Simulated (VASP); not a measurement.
Data:

```
CELL_PARAMETERS angstrom
      0.00000     2.33894     2.33894
      2.33894     0.00000     2.33894
      2.33894     2.33894     0.00000
ATOMIC_POSITIONS crystal
  B  0.00000 0.00000 0.00000
  As 0.25000 0.25000 0.25000
```

Level of theory: AM05 GGA, VASP's PBE PAW potentials (set 64) (plane waves; VASP). Settings: 520 eV cut-off, 10×10×10 Γ-centred mesh, Gaussian smearing of 0.050 eV, potentials B As.

### Question
Give the stress tensor in GPa (positive for a compressed cell).

### Answer

```
9.83  0.00  0.00
0.00  9.83  0.00
0.00  0.00  9.83
```
The pressure is its mean diagonal, 9.83 GPa.

The compound is BAs in the zinc blende structure. This cell is one point of a volume scan, at 0.94 of the reference volume.
